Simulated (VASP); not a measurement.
```
CsI
1.0
    4.66878     0.00000     0.00000
    0.00000     4.66878     0.00000
    0.00000     0.00000     4.66878
Cs I
1 1
Direct
  0.00000   0.00000   0.00000
  0.50000   0.50000   0.50000
```

Computed with PBE GGA, VASP's PBE PAW potentials (set 64) (plane waves; VASP). Run with 500 eV cut-off, 6×6×6 Γ-centred mesh, Gaussian smearing of 0.050 eV, potentials Cs_sv I.

Energy and stress use the plane-wave basis of the starting cell.

The ions, cell shape and volume at an external pressure of 5.0 GPa are relaxed. Predict the relaxed structure.

```
CsI
1.0
    4.28349     0.00000     0.00000
    0.00000     4.28349     0.00000
    0.00000     0.00000     4.28349
Cs I
1 1
Direct
  0.00000   0.00000   0.00000
  0.50000   0.50000   0.50000
```
Space group Pm-3m (221), at a tolerance of 0.03 Å.

How do energy and volume change from the first to the last step?

The energy (σ→0) changes by +138.6 meV/atom and the volume by -22.8 %, in 3 ionic steps.

The compound is CsI in the CsCl type structure. This run relaxes it under an external pressure of 5 GPa. Symmetry was kept, so distortions that lower it aren't found.
